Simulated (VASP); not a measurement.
Elastic constants (GPa) of a crystal from PBEsol GGA, VASP's PBE PAW potentials (set 64) (VASP 6.6.1):

|  | xx | yy | zz | yz | xz | xy |
|---|---|---|---|---|---|---|
| xx | 184.2 | 83.9 | 74.2 | 0.0 | 0.0 | 0.0 |
| yy | 83.9 | 184.2 | 74.2 | 0.0 | 0.0 | 0.0 |
| zz | 74.2 | 74.2 | 208.2 | 0.0 | 0.0 | 0.0 |
| yz | 0.0 | 0.0 | 0.0 | 50.2 | 0.0 | 0.0 |
| xz | 0.0 | 0.0 | 0.0 | 0.0 | 50.2 | 0.0 |
| xy | 0.0 | 0.0 | 0.0 | 0.0 | 0.0 | 50.1 |

Finite-difference elastic constants of metals are sensitive to mesh and smearing; shear constants can be off by tens of GPa.

Problem. Work out the Voigt, Reuss and Hill moduli, Young's modulus and Poisson's ratio.

Solution. All eigenvalues are positive (smallest 50.1 GPa), so the crystal is stable. K_V = (C11+C22+C33+2(C12+C13+C23))/9 = (576.6 + 2×232.3)/9 = 115.7 GPa; G_V = (576.6 − 232.3 + 3×150.5)/15 = 53.1 GPa. From the compliances, K_R = 115.6 GPa and G_R = 52.5 GPa. Hill: K = 115.6 GPa, G = 52.8 GPa, E = 9KG/(3K+G) = 137.4 GPa, ν = (3K−2G)/(2(3K+G)) = 0.302. K/G = 2.19, above Pugh's 1.75; universal anisotropy A^U = 0.05.

Problem. With a density of 13.76 g/cm³, what are the mean sound speeds?

Solution. v_l = √((K+4G/3)/ρ) = 3.68 km/s and v_t = √(G/ρ) = 1.96 km/s. The crystal is Hf (hcp), hexagonal.

The compound is Hf in the hcp structure. It was relaxed first.
